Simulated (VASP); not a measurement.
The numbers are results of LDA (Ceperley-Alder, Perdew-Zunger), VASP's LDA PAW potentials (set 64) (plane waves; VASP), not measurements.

VASP input:

POSCAR:
```
GaP
1
    0.0000000000     2.6950243440     2.6950243440
    2.6950243440     0.0000000000     2.6950243440
    2.6950243440     2.6950243440     0.0000000000
Ga P
1 1
Direct
  0.0000000000   0.0000000000   0.0000000000
  0.2500000000   0.2500000000   0.2500000000
```

KPOINTS:
```
Automatic
0
G
 9 9 9
0 0 0
```

**INCAR**
```
ALGO = Normal
EDIFF = 1E-6
EDIFFG = -0.02
ENCUT = 500
IBRION = 2
ISIF = 3
ISMEAR = 0
LASPH = .True.
LCHARG = .False.
LMAXMIX = 4
LREAL = .False.
LWAVE = .False.
NELM = 100
NSW = 40
PREC = Accurate
SIGMA = 0.05
SYSTEM = GaP
```

POTCAR, in this order: Ga_d P (LDA.64 set). Program: vasp_std.

**Question.** Estimate the energy per atom (σ→0).

**Answer.** 
* **energy per atom (σ→0)**: -5.226 eV/atom

OSZICAR:
```
...
DAV:   6    -0.105079805645E+02    0.27836E+00   -0.45884E-01  1419   0.131E+01    0.290E+00
DAV:   7    -0.104569968432E+02    0.50984E-01   -0.10947E-01  1136   0.256E+00    0.107E+00
DAV:   8    -0.104523071258E+02    0.46897E-02   -0.12991E-02  1045   0.154E+00    0.197E-01
DAV:   9    -0.104522750926E+02    0.32033E-04   -0.10657E-03  1360   0.499E-01    0.610E-02
DAV:  10    -0.104522729801E+02    0.21124E-05   -0.52642E-05  1347   0.941E-02    0.223E-02
DAV:  11    -0.104522790514E+02   -0.60712E-05   -0.79476E-06  1078   0.489E-02    0.516E-03
DAV:  12    -0.104522788437E+02    0.20761E-06   -0.64502E-07   590   0.132E-02
   1 F= -.10452279E+02 E0= -.10452279E+02  d E =-.104523E+02
```

The compound is GaP in the zinc blende structure. It was relaxed first.
